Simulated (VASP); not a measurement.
Write the native input for VASP 6.6.1 that does the following.

```
Task                   : relaxation of cell and atoms
Functional             : PBE
Potentials or basis    : VASP PAW PBE potentials, release 64 (Al, Ga_d, P)
Cutoff                 : 520 eV
k mesh                 : 6 × 6 × 4
Occupations            : gaussian, width 0.03 eV
Spin                   : no spin polarisation
Further INCAR settings : ALGO = Normal; EDIFF = 1e-06; IBRION = 2; EDIFFG = -0.01; NSW = 90; ISIF = 3
```

The structure of Al2GaP3 lies in POSCAR:

```
Al2GaP3
1.0
    3.3730000000     -5.8390000000      0.0000000000
    3.3730000000      5.8390000000      0.0000000000
   -2.2490000000      0.0000000000      6.3550000000
Al Ga P
4 2 6
Direct
    0.4165805900      0.5833190600      0.0000000000
    0.7497942300      0.2498089500      0.0000000000
    0.5833190600      0.4165805900      0.5000000000
    0.2498089500      0.7497942300      0.5000000000
    0.0830704800      0.9165327000      0.0000000000
    0.9165327000      0.0830704800      0.5000000000
    0.7079296400      0.5413918700      0.8747443000
    0.0416072800      0.2085170100      0.8750590100
    0.3750355000      0.8748789500      0.8747443000
    0.5413918700      0.7079296400      0.3747443000
    0.2085170100      0.0416072800      0.3750590100
    0.8748789500      0.3750355000      0.3747443000
```

The cell was built by a generator and needn't be a form met in nature.

One way to write it, as run:

INCAR

```
SYSTEM = Al2GaP3
PREC = Accurate
ENCUT = 520
EDIFF = 1E-6
ISMEAR = 0
SIGMA = 0.03
LREAL = .FALSE.
LASPH = .TRUE.
NELM = 120
ALGO = Normal
ISIF = 3
LWAVE = .FALSE.
LCHARG = .FALSE.
GGA = PE
IBRION = 2
NSW = 90
EDIFFG = -0.01
KPAR = 4
```

KPOINTS

```
regular mesh
0
G
  6 6 4
  0 0 0
```

Potentials or basis: VASP PAW PBE potentials, release 64 (Al, Ga_d, P).

Launch:

```bash
$ cat potpaw_PBE.64/Al/POTCAR potpaw_PBE.64/Ga_d/POTCAR potpaw_PBE.64/P/POTCAR > POTCAR
$ mpirun -np 4 vasp_std > vasp.out
```

Results of the run:

The relaxed volume is 20.87 Å³/atom. The relaxed cell is a = 6.744 Å, b = 6.744 Å, c = 6.744 Å, α = 99.60°, β = 99.60°, γ = 119.99°. The space group after relaxing (to 0.05 Å) is Cc (No. 9), the energy gained by relaxing is 0.0 meV/atom and the ionic steps are 4. The pressure after relaxing is 0.0 GPa. The largest force after relaxing is 0.005 eV/Å. The band gap on the k mesh is 1.66 eV, indirect (least direct gap 1.98 eV).

Wall time 3.2 min on 4 MPI ranks on AMD EPYC 9R45 96-Core Processor (Zen 5) (shared host), peak memory 0.62 GiB a rank.
